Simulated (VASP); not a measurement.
A convergence study with VASP on CdTe (zinc blende): a few settings are varied, all else stays as given below, so the limit is that of these other settings. The cell's lengths are 1 % over those of the tabulated start and one atom is moved, so it is off equilibrium.

```xyz
2
Lattice="0.0000 3.2724 3.2724 3.2724 0.0000 3.2724 3.2724 3.2724 0.0000" Properties=species:S:1:pos:R:3 pbc="T T T"
Cd     0.0000     0.0000     0.0000
Te     1.6968     1.6362     1.6362
```

Computed with PBEsol GGA, VASP's PBE PAW potentials (set 64) (plane waves; VASP). The last row used: 900 eV cut-off, 6×6×6 Γ-centred mesh, Gaussian smearing of 0.050 eV, potentials Cd Te_GW.

Unless said otherwise, spin-orbit coupling is left out, though it shifts the bands of the heavy elements here. Gaps are read on the run's mesh, which can miss a band edge. Energies of different potentials or hybrids have different zeros.

```
setting                          E (eV/atom)  pressure (GPa)  gap on the mesh (eV)  plane waves
-------------------------------  -----------  --------------  --------------------  -----------
ENCUT = 300, POTCAR Cd Te            -2.7365           -0.81                 0.526          869
ENCUT = 400, POTCAR Cd Te            -2.7358           -1.07                 0.530         1303
ENCUT = 520, POTCAR Cd Te            -2.7362           -0.78                 0.531         1917
ENCUT = 700, POTCAR Cd Te            -2.7363           -0.79                 0.532         2966
ENCUT = 900, POTCAR Cd Te            -2.7363           -0.79                 0.532         4315
ENCUT = 300, POTCAR Cd_sv_GW Te      -2.4518          -38.87                 0.520          869
ENCUT = 400, POTCAR Cd_sv_GW Te      -2.7647           -1.12                 0.526         1303
ENCUT = 520, POTCAR Cd_sv_GW Te      -2.7688           -1.72                 0.529         1917
ENCUT = 700, POTCAR Cd_sv_GW Te      -2.7691           -0.91                 0.529         2966
ENCUT = 900, POTCAR Cd_sv_GW Te      -2.7688           -0.96                 0.529         4315
ENCUT = 300, POTCAR Cd Te_GW         -2.7395           -0.85                 0.526          869
ENCUT = 400, POTCAR Cd Te_GW         -2.7388           -1.11                 0.531         1303
ENCUT = 520, POTCAR Cd Te_GW         -2.7391           -0.82                 0.532         1917
ENCUT = 700, POTCAR Cd Te_GW         -2.7392           -0.83                 0.532         2966
ENCUT = 900, POTCAR Cd Te_GW         -2.7395           -0.83                 0.532         4315
```

Left out are rungs that failed or repeat a setting and relaxations that didn't move; long series are thinned to 24 rows.

The compound is CdTe in the zinc blende structure. The cell was not relaxed at this level, it is distorted from the ideal structure.
